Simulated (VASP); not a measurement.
**Lithium: accuracy against cost in the plane-wave cutoff and SCF threshold**

A convergence test on Lithium: the plane-wave cutoff and SCF threshold. The series runs use LDA. The plane-wave cutoff tried: ENCUT = 300; ENCUT = 370; ENCUT = 450; ENCUT = 500; ENCUT = 570; ENCUT = 650; ENCUT = 800; ENCUT = 1000. The SCF threshold tried: EDIFF = 0.01; EDIFF = 0.001; EDIFF = 1E-04; EDIFF = 1E-05; EDIFF = 1E-06; EDIFF = 1E-08. The start is a cell from a database of measured crystal structures.

Main program and level: VASP 6.6.1; LDA; plane waves and PAW (Li_sv).

## (1) Set-up

The structure is cubic, space group Im-3m (No. 229). Conventional cell: a = 3.509 Å, b = 3.509 Å, c = 3.509 Å, α = 90.00°, β = 90.00°, γ = 90.00°. Nearest to Li lie 8 Li at 3.04 Å.

## (2) Plane-wave cutoff: ENCUT = 300

The basis grows with ENCUT, and energy and stress both move with it. LDA, the lowest rung, knows the local density alone.

Contents of INCAR:

```
SYSTEM = Li
PREC = Accurate
ENCUT = 300
EDIFF = 1E-06
NELM = 100
ISMEAR = -1
SIGMA = 0.05
LREAL = .FALSE.
ALGO = Normal
GGA = CA
NBANDS = 7
LORBIT = 11
LWAVE = .FALSE.
LCHARG = .FALSE.
KPAR = 2
ISIF = 2
```

Contents of POSCAR:

```
Li
1.0
   -1.7546500000      1.7546500000      1.7546500000
    1.7546500000     -1.7546500000      1.7546500000
    1.7546500000      1.7546500000     -1.7546500000
Li
1
Direct
    0.0000000000      0.0000000000      0.0000000000
```

Contents of KPOINTS:

```
Automatic mesh
0
Gamma
11 11 11
0 0 0
```

Potentials, in the order of the species: Li_sv (PBE family, release 64).

Command:

```sh
$ mpirun -np 2 vasp_std
```

The log of the run:

```text
[banner, memory and clock lines left out]
running    2 mpi-ranks, on    1 nodes
 distrk:  each k-point on    1 cores,    2 groups
 distr:  one band on    1 cores,    1 groups

 POSCAR found type information on POSCAR Li
 POSCAR found :  1 types and       1 ions
|                                                                             |
|               ----> ADVICE to this user running VASP <----                  |
|                                                                             |
|     You enforced a specific xc type in the INCAR file but a different       |
|     [... a line on the potential file left out ...]
|     I HOPE YOU KNOW WHAT YOU ARE DOING!                                     |
|                                                                             |

 LDA part: xc-table for (Slater(with rela. corr.)+CA(PZ))
 , standard interpolation
 POSCAR, INCAR and KPOINTS ok, starting setup
 FFT: planning ... GRIDC
 FFT: planning ... GRID_SOFT
 FFT: planning ... GRID
 WAVECAR not read
 entering main loop
       N       E                     dE             d eps       ncg     rms          rms(c)
DAV:   1    -0.141369856085E+01   -0.14137E+01   -0.49844E+02   833   0.200E+02
DAV:   2    -0.252891682825E+01   -0.11152E+01   -0.10838E+01  1120   0.287E+01
DAV:   3    -0.253699325116E+01   -0.80764E-02   -0.80751E-02   861   0.186E+00
DAV:   4    -0.253713495670E+01   -0.14171E-03   -0.14171E-03  1092   0.229E-01
DAV:   5    -0.253713627348E+01   -0.13168E-05   -0.13168E-05   910   0.154E-02    0.183E+00
DAV:   6    -0.251225749043E+01    0.24879E-01   -0.60261E-03  1015   0.415E-01    0.997E-01
DAV:   7    -0.250668830510E+01    0.55692E-02   -0.98716E-03   924   0.564E-01    0.329E-02
DAV:   8    -0.250665114450E+01    0.37161E-04   -0.13564E-04   882   0.105E-01    0.154E-02
DAV:   9    -0.250665554141E+01   -0.43969E-05   -0.58919E-06   903   0.164E-02    0.195E-03
DAV:  10    -0.250665464414E+01    0.89726E-06   -0.87476E-07   721   0.587E-03
   1 F= -.25066546E+01 E0= -.25041881E+01  d E =-.493315E-02
```

The job ended after 1.2 s (2 MPI ranks of Intel Xeon 6975P-C (Granite Rapids), shared host; peak memory 0.19 GiB; 1.4 s of CPU time).

Lines that name or quote the potential files are left out of all logs, and their timing lines are given in words.

Parts of OUTCAR (step 2):

```text
ion  position               nearest neighbor table
   1  0.000  0.000  0.000-

  LATTYP: Found a body centered cubic cell.
 ALAT       =     3.5093000000

 Subroutine GETGRP returns: Found 48 space group operations
 (whereof 48 operations were pure point group operations)

The static configuration has the point symmetry O_h .

 Found     56 irreducible k-points:

   k-points           NKPTS =     56   k-points in BZ     NKDIM =     56   number of bands    NBANDS=      7

   dimension x,y,z NGX =    18 NGY =   18 NGZ =   18
   dimension x,y,z NGXF=    36 NGYF=   36 NGZF=   36

   ENCUT  =  300.0 eV  22.05 Ry    4.70 a.u.   4.29  4.29  4.29*2*pi/ulx,y,z

   NELECT =       3.0000    total number of electrons

 k-points in reciprocal lattice and weights: Automatic mesh
   0.00000000  0.00000000  0.00000000       0.001
   0.09090909  0.00000000  0.00000000       0.009
   0.18181818  0.00000000  0.00000000       0.009
   0.27272727  0.00000000  0.00000000       0.009
   0.36363636  0.00000000  0.00000000       0.009
   0.45454545  0.00000000  0.00000000       0.009
   0.09090909  0.09090909  0.00000000       0.018
   0.18181818  0.09090909  0.00000000       0.036
   0.27272727  0.09090909  0.00000000       0.036
[...]
-0.45454545 -0.45454545  0.36363636       0.006
  -0.45454545  0.45454545  0.45454545       0.005

 average (electrostatic) potential at core
       1 -65.0301

 E-fermi :   0.5267

 k-point     1 :       0.0000    0.0000    0.0000
  band No.  band energies     occupation
      1     -45.7995      2.00000
      2      -2.3715      2.00000
      3      13.9591      0.00000
      4      13.9591      0.00000
      5      13.9591      0.00000
      6      18.9352      0.00000
      7      18.9352      0.00000

 k-point     2 :       0.0909    0.0000    0.0000
  band No.  band energies     occupation
      1     -45.7945      2.00000
      2      -2.2084      2.00000
      3      13.1425      0.00000
      4      13.3290      0.00000
      5      13.7319      0.00000
      6      17.2943      0.00000
      7      17.4913      0.00000

 k-point     3 :       0.1818    0.0000    0.0000
  band No.  band energies     occupation
      1     -45.7960      2.00000
      2      -1.8814      2.00000
      3      10.8547      0.00000
      4      12.1873      0.00000
      5      13.1327      0.00000
      6      15.9252      0.00000
      7      16.5939      0.00000

  Total       -1.0646903     -1.0646903     -1.0646903     -0.0000000     -0.0000000     -0.0000000
  in kB      -78.9409572    -78.9409572    -78.9409572     -0.0000000     -0.0000000     -0.0000000
  external PRESSURE =     -78.9409572 kB  Pullay stress =       0.0000000 kB

  energy-cutoff  :      300.00
  volume of cell :       21.61
      direct lattice vectors                 reciprocal lattice vectors
    -1.754650000  1.754650000  1.754650000     0.000000000  0.284957114  0.284957114
     1.754650000 -1.754650000  1.754650000     0.284957114  0.000000000  0.284957114
     1.754650000  1.754650000 -1.754650000     0.284957114  0.284957114  0.000000000

 POSITION                                       TOTAL-FORCE (eV/Angst)
 -----------------------------------------------------------------------------------
      0.00000      0.00000      0.00000         0.000000      0.000000      0.000000
 -----------------------------------------------------------------------------------
    total drift:                                0.000000      0.000000      0.000000

  FREE ENERGIE OF THE ION-ELECTRON SYSTEM (eV)
  ---------------------------------------------------
  free  energy   TOTEN  =        -2.5066546441 eV

  energy  without entropy=       -2.5017214954  energy(sigma->0) =       -2.50418807

 total charge
# of ion       s       p       d       tot
------------------------------------------
    1        2.009   0.049   0.000   2.058

[... 3 further parts left out ...]
```

This run has no spin polarisation. Its electron count is odd, so without a moment it is a metal by construction. The k-mesh is coarse for a metal. The PAW data sets were made with PBE, though LDA sets exist; this is a small mismatch.

This step gave:

```yaml
scf_cycles: 10
electrons: 3
bands: 7
irreducible_k_points: 56
symmetry_operations: 48
free_energy_toten: -2.507 eV
energy_at_zero_smearing: -2.504 eV
fermi_energy: 0.5267 eV
pressure: -7.894 GPa
metallic: yes
```

The series starts at -2.5042 eV an atom and -7.89 GPa, after 10 cycles in 1.2 s.

## (3) Plane-wave cutoff: ENCUT = 370

INCAR, as its differences from that of step 2:

```diff
@@ -2,3 +2,3 @@
 PREC = Accurate
-ENCUT = 300
+ENCUT = 370
 EDIFF = 1E-06
```

POSCAR is that of step 2.

KPOINTS is that of step 2.

Command:

```sh
$ mpirun -np 2 vasp_std
```

The log of the run:

```text
[banner, memory and clock lines left out]
running    2 mpi-ranks, on    1 nodes
[...]
[... a notice as in an earlier step ...]

 LDA part: xc-table for (Slater(with rela. corr.)+CA(PZ))
 , standard interpolation
 POSCAR, INCAR and KPOINTS ok, starting setup
[...]
entering main loop
       N       E                     dE             d eps       ncg     rms          rms(c)
DAV:   1    -0.580858548767E+00   -0.58086E+00   -0.52885E+02   805   0.224E+02
DAV:   2    -0.207819801660E+01   -0.14973E+01   -0.14606E+01  1134   0.349E+01
DAV:   3    -0.209955226857E+01   -0.21354E-01   -0.21304E-01   875   0.288E+00
DAV:   4    -0.209990171840E+01   -0.34945E-03   -0.34945E-03  1071   0.381E-01
DAV:   5    -0.209990482193E+01   -0.31035E-05   -0.31036E-05   952   0.255E-02    0.103E+00
DAV:   6    -0.208995514400E+01    0.99497E-02   -0.31570E-03  1232   0.272E-01    0.548E-01
DAV:   7    -0.208725057431E+01    0.27046E-02   -0.47065E-03  1190   0.359E-01    0.201E-02
DAV:   8    -0.208724318306E+01    0.73913E-05   -0.13997E-04   882   0.103E-01    0.124E-02
DAV:   9    -0.208724298541E+01    0.19765E-06   -0.35174E-06   994   0.130E-02
   1 F= -.20872430E+01 E0= -.20851755E+01  d E =-.413496E-02
```

Elapsed: 1.8 s, on 2 MPI ranks; peak memory 0.2 GiB; 1.8 s of CPU time.

Parts of OUTCAR (step 3):

```text
  Total       -0.8283934     -0.8283934     -0.8283934      0.0000000     -0.0000000      0.0000000
  in kB      -61.4208365    -61.4208365    -61.4208365      0.0000000     -0.0000000      0.0000000
  external PRESSURE =     -61.4208365 kB  Pullay stress =       0.0000000 kB

 POSITION                                       TOTAL-FORCE (eV/Angst)
 -----------------------------------------------------------------------------------
      0.00000      0.00000      0.00000         0.000000      0.000000      0.000000
 -----------------------------------------------------------------------------------
    total drift:                                0.000000     -0.000000      0.000000

  FREE ENERGIE OF THE ION-ELECTRON SYSTEM (eV)
  ---------------------------------------------------
  free  energy   TOTEN  =        -2.0872429854 eV

  energy  without entropy=       -2.0831080284  energy(sigma->0) =       -2.08517551

[... 1 part as in an earlier step ...]

[... 2 further parts left out ...]
[key lines of the parts left out:]
E-fermi :   0.4170
```

Against the run before the energy moves by +419.01 meV an atom and the pressure by +1.75 GPa, after 9 cycles in 1.8 s.

## (4) Plane-wave cutoff: ENCUT = 450

INCAR, as its differences from that of step 3:

```diff
@@ -2,3 +2,3 @@
 PREC = Accurate
-ENCUT = 370
+ENCUT = 450
 EDIFF = 1E-06
```

POSCAR is that of step 3.

KPOINTS is that of step 3.

Command:

```sh
$ mpirun -np 2 vasp_std
```

The log of the run:

```text
[... set-up lines as in an earlier step ...]
 entering main loop
       N       E                     dE             d eps       ncg     rms          rms(c)
DAV:   1    -0.356417015819E+00   -0.35642E+00   -0.67549E+02   791   0.267E+02
DAV:   2    -0.201826240446E+01   -0.16618E+01   -0.15834E+01  1162   0.374E+01
DAV:   3    -0.204943992518E+01   -0.31178E-01   -0.31171E-01   889   0.356E+00
DAV:   4    -0.204997600080E+01   -0.53608E-03   -0.53607E-03  1148   0.409E-01
DAV:   5    -0.204997895504E+01   -0.29542E-05   -0.29543E-05   931   0.244E-02    0.615E-01
DAV:   6    -0.204520817624E+01    0.47708E-02   -0.20507E-03  1197   0.211E-01    0.333E-01
DAV:   7    -0.204315620691E+01    0.20520E-02   -0.33565E-03  1330   0.282E-01    0.246E-02
DAV:   8    -0.204315696900E+01   -0.76209E-06   -0.64447E-05   875   0.715E-02    0.204E-03
DAV:   9    -0.204315723737E+01   -0.26837E-06   -0.10484E-06  1050   0.880E-03
   1 F= -.20431572E+01 E0= -.20412317E+01  d E =-.385104E-02
```

It took 2 s on 2 MPI ranks; peak memory 0.21 GiB.

OUTCAR, selected parts (step 4):

```text
  Total       -0.3546039     -0.3546039     -0.3546039     -0.0000000      0.0000000     -0.0000000
  in kB      -26.2919389    -26.2919389    -26.2919389     -0.0000000      0.0000000     -0.0000000
  external PRESSURE =     -26.2919389 kB  Pullay stress =       0.0000000 kB

 POSITION                                       TOTAL-FORCE (eV/Angst)
 -----------------------------------------------------------------------------------
      0.00000      0.00000      0.00000        -0.000000     -0.000000     -0.000000
 -----------------------------------------------------------------------------------
    total drift:                               -0.000000      0.000000     -0.000000

  FREE ENERGIE OF THE ION-ELECTRON SYSTEM (eV)
  ---------------------------------------------------
  free  energy   TOTEN  =        -2.0431572374 eV

  energy  without entropy=       -2.0393061968  energy(sigma->0) =       -2.04123172

[... 1 part as in an earlier step ...]

[... 2 further parts left out ...]
[key lines of the parts left out:]
E-fermi :   0.3629
```

Against the run before the energy moves by +43.94 meV an atom and the pressure by +3.51 GPa, after 9 cycles in 2 s.

## (5) Plane-wave cutoff: ENCUT = 500

INCAR, as its differences from that of step 4:

```diff
@@ -2,3 +2,3 @@
 PREC = Accurate
-ENCUT = 450
+ENCUT = 500
 EDIFF = 1E-06
```

POSCAR is that of step 4.

KPOINTS is that of step 4.

Command:

```sh
$ mpirun -np 2 vasp_std
```

The log of the run:

```text
[... set-up lines as in an earlier step ...]
 entering main loop
       N       E                     dE             d eps       ncg     rms          rms(c)
DAV:   1    -0.221028427104E+00   -0.22103E+00   -0.67640E+02   798   0.280E+02
DAV:   2    -0.200377114440E+01   -0.17827E+01   -0.17067E+01  1148   0.382E+01
DAV:   3    -0.204830488295E+01   -0.44534E-01   -0.44532E-01   882   0.432E+00
DAV:   4    -0.204875297877E+01   -0.44810E-03   -0.44810E-03  1106   0.439E-01
DAV:   5    -0.204875569166E+01   -0.27129E-05   -0.27129E-05   931   0.297E-02    0.561E-01
DAV:   6    -0.204444575552E+01    0.43099E-02   -0.19439E-03  1204   0.207E-01    0.301E-01
DAV:   7    -0.204261284954E+01    0.18329E-02   -0.31342E-03  1330   0.277E-01    0.258E-02
DAV:   8    -0.204261656828E+01   -0.37187E-05   -0.68279E-05   882   0.771E-02    0.204E-03
DAV:   9    -0.204261693503E+01   -0.36675E-06   -0.98900E-07  1064   0.906E-03
   1 F= -.20426169E+01 E0= -.20407101E+01  d E =-.381358E-02
```

Run time: 1.6 s. Hardware: 2 MPI ranks; peak memory 0.21 GiB; 2.1 s of CPU time.

From OUTCAR (step 5):

```text
  Total       -0.2366693     -0.2366693     -0.2366693      0.0000000     -0.0000000      0.0000000
  in kB      -17.5477292    -17.5477292    -17.5477292      0.0000000     -0.0000000      0.0000000
  external PRESSURE =     -17.5477292 kB  Pullay stress =       0.0000000 kB

 POSITION                                       TOTAL-FORCE (eV/Angst)
 -----------------------------------------------------------------------------------
      0.00000      0.00000      0.00000        -0.000000     -0.000000      0.000000
 -----------------------------------------------------------------------------------
    total drift:                               -0.000000      0.000000     -0.000000

  FREE ENERGIE OF THE ION-ELECTRON SYSTEM (eV)
  ---------------------------------------------------
  free  energy   TOTEN  =        -2.0426169350 eV

  energy  without entropy=       -2.0388033527  energy(sigma->0) =       -2.04071014

[... 1 part as in an earlier step ...]

[... 2 further parts left out ...]
[key lines of the parts left out:]
E-fermi :   0.3565
```

Against the run before the energy moves by +0.52 meV an atom and the pressure by +0.87 GPa, after 9 cycles in 1.6 s.

## (6) Plane-wave cutoff: ENCUT = 570

INCAR, as its differences from that of step 5:

```diff
@@ -2,3 +2,3 @@
 PREC = Accurate
-ENCUT = 500
+ENCUT = 570
 EDIFF = 1E-06
```

POSCAR is that of step 5.

KPOINTS is that of step 5.

Command:

```sh
$ mpirun -np 2 vasp_std
```

The log of the run:

```text
[... set-up lines as in an earlier step ...]
 entering main loop
       N       E                     dE             d eps       ncg     rms          rms(c)
DAV:   1     0.308545639134E-01    0.30855E-01   -0.71563E+02   784   0.295E+02
DAV:   2    -0.200030205676E+01   -0.20312E+01   -0.19670E+01  1162   0.414E+01
DAV:   3    -0.204787869607E+01   -0.47577E-01   -0.47481E-01   910   0.460E+00
DAV:   4    -0.204867091907E+01   -0.79222E-03   -0.79222E-03  1057   0.567E-01
DAV:   5    -0.204867607328E+01   -0.51542E-05   -0.51542E-05   973   0.430E-02    0.562E-01
DAV:   6    -0.204442280460E+01    0.42533E-02   -0.19169E-03  1211   0.207E-01    0.301E-01
DAV:   7    -0.204263314077E+01    0.17897E-02   -0.31268E-03  1372   0.282E-01    0.259E-02
DAV:   8    -0.204263647910E+01   -0.33383E-05   -0.59509E-05   868   0.754E-02    0.201E-03
DAV:   9    -0.204263687359E+01   -0.39448E-06   -0.11114E-06  1127   0.101E-02
   1 F= -.20426369E+01 E0= -.20407308E+01  d E =-.381214E-02
```

Elapsed: 1.8 s, on 2 MPI ranks; peak memory 0.21 GiB; 2 s of CPU time.

From OUTCAR (step 6):

```text
  Total       -0.2171164     -0.2171164     -0.2171164      0.0000000      0.0000000     -0.0000000
  in kB      -16.0979928    -16.0979928    -16.0979928      0.0000000      0.0000000     -0.0000000
  external PRESSURE =     -16.0979928 kB  Pullay stress =       0.0000000 kB

  FREE ENERGIE OF THE ION-ELECTRON SYSTEM (eV)
  ---------------------------------------------------
  free  energy   TOTEN  =        -2.0426368736 eV

  energy  without entropy=       -2.0388247364  energy(sigma->0) =       -2.04073080

[... 2 parts as in an earlier step ...]

[... 2 further parts left out ...]
[key lines of the parts left out:]
E-fermi :   0.3557
```

Against the run before the energy moves by -0.02 meV an atom and the pressure by +0.14 GPa, after 9 cycles in 1.8 s.

## (7) Plane-wave cutoff: ENCUT = 650

INCAR, as its differences from that of step 6:

```diff
@@ -2,3 +2,3 @@
 PREC = Accurate
-ENCUT = 570
+ENCUT = 650
 EDIFF = 1E-06
```

POSCAR is that of step 6.

KPOINTS is that of step 6.

Command:

```sh
$ mpirun -np 2 vasp_std
```

The log of the run:

```text
[... set-up lines as in an earlier step ...]
 entering main loop
       N       E                     dE             d eps       ncg     rms          rms(c)
DAV:   1    -0.499322006908E-01   -0.49932E-01   -0.78786E+02   784   0.337E+02
DAV:   2    -0.198535918205E+01   -0.19354E+01   -0.18968E+01  1134   0.407E+01
DAV:   3    -0.204673020535E+01   -0.61371E-01   -0.61363E-01   889   0.520E+00
DAV:   4    -0.204774106802E+01   -0.10109E-02   -0.10108E-02  1092   0.722E-01
DAV:   5    -0.204774585402E+01   -0.47860E-05   -0.47859E-05   924   0.433E-02    0.572E-01
DAV:   6    -0.204356568927E+01    0.41802E-02   -0.18931E-03  1267   0.211E-01    0.309E-01
DAV:   7    -0.204171722269E+01    0.18485E-02   -0.31641E-03  1379   0.290E-01    0.253E-02
DAV:   8    -0.204172342850E+01   -0.62058E-05   -0.82816E-05   854   0.839E-02    0.212E-03
DAV:   9    -0.204172343475E+01   -0.62478E-08   -0.16150E-06  1127   0.120E-02
   1 F= -.20417234E+01 E0= -.20398193E+01  d E =-.380827E-02
```

Run time: 2.6 s. Hardware: 2 MPI ranks; peak memory 0.24 GiB.

Parts of OUTCAR (step 7):

```text
  Total       -0.2274111     -0.2274111     -0.2274111     -0.0000000      0.0000000     -0.0000000
  in kB      -16.8612886    -16.8612886    -16.8612886     -0.0000000      0.0000000     -0.0000000
  external PRESSURE =     -16.8612886 kB  Pullay stress =       0.0000000 kB

 POSITION                                       TOTAL-FORCE (eV/Angst)
 -----------------------------------------------------------------------------------
      0.00000      0.00000      0.00000         0.000000     -0.000000     -0.000000
 -----------------------------------------------------------------------------------
    total drift:                               -0.000000     -0.000000     -0.000000

  FREE ENERGIE OF THE ION-ELECTRON SYSTEM (eV)
  ---------------------------------------------------
  free  energy   TOTEN  =        -2.0417234347 eV

  energy  without entropy=       -2.0379151630  energy(sigma->0) =       -2.03981930

[... 1 part as in an earlier step ...]

[... 2 further parts left out ...]
[key lines of the parts left out:]
E-fermi :   0.3549
```

Against the run before the energy moves by +0.91 meV an atom and the pressure by -0.08 GPa, after 9 cycles in 2.6 s.

(Continued in part 2 of 2.)

[Lines on the potential files, build, host, timing and source positions are cut from VASP's logs without a mark.]

[Logs are printed without paths, hosts, clocks, repeated set-up lines and the standing remarks that a program may print on its own settings, such as how far it seeks lower states.]

[Hosts, paths, dates, database ids (printed as entryN), source tags and the programs' standing remarks are cut or masked in the printed files.]

[A measured line is paired with the nearest computed mode of its activity, which favours agreement.]
